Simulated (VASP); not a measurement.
A convergence study with VASP on HfN (rock salt): one setting is varied, all else stays as given below, so the limit is that of these other settings. Each run relaxes cell and ions from the cell shown. The basis is that of the starting cell, so low cut-offs carry a Pulay error.

```
HfN
1.0
    0.00000     2.26000     2.26000
    2.26000     0.00000     2.26000
    2.26000     2.26000     0.00000
Hf N
1 1
Direct
  0.00000   0.00000   0.00000
  0.50000   0.50000   0.50000
```

Calculation: PBEsol GGA, VASP's PBE PAW potentials (set 64) (plane waves; VASP). The tightest run used: 800 eV cut-off, 12×12×12 Γ-centred mesh, first-order Methfessel-Paxton smearing of 0.10 eV, potentials Hf_pv N.

Q: The settings run are ENCUT = 250; ENCUT = 300; ENCUT = 350; ENCUT = 400; ENCUT = 450; ENCUT = 500; ENCUT = 550; ENCUT = 600; ENCUT = 650; ENCUT = 750; ENCUT = 800. From which on does the relaxed volume stay within 0.05 Å³/atom of the tightest run?

A: From ENCUT = 450 on: it is off by 0.026 there and by no more than 0.05 in any finer run, while ENCUT = 400 is off by 0.103.
```csv
setting,relaxed volume (Å³/atom),E (eV/atom),plane waves,difference judged (Å³/atom)
ENCUT = 250,10.318,-11.6987,212,0.994
ENCUT = 300,10.757,-11.5607,290,0.556
ENCUT = 350,11.037,-11.5097,360,0.276
ENCUT = 400,11.210,-11.5071,444,0.103
ENCUT = 450,11.287,-11.5036,531,0.026
ENCUT = 500,11.309,-11.5015,604,0.004
ENCUT = 550,11.309,-11.5014,692,0.004
ENCUT = 600,11.306,-11.5025,785,0.007
ENCUT = 650,11.305,-11.5037,893,0.008
ENCUT = 750,11.310,-11.5050,1090,0.003
ENCUT = 800,11.313,-11.5052,1243,0.000
```

Left out are rungs that failed or repeat a setting and relaxations that didn't move; long series are thinned to 24 rows.

The compound is HfN in the rock salt structure. The electron count is odd and the run is not spin-polarised, which forces a metal.
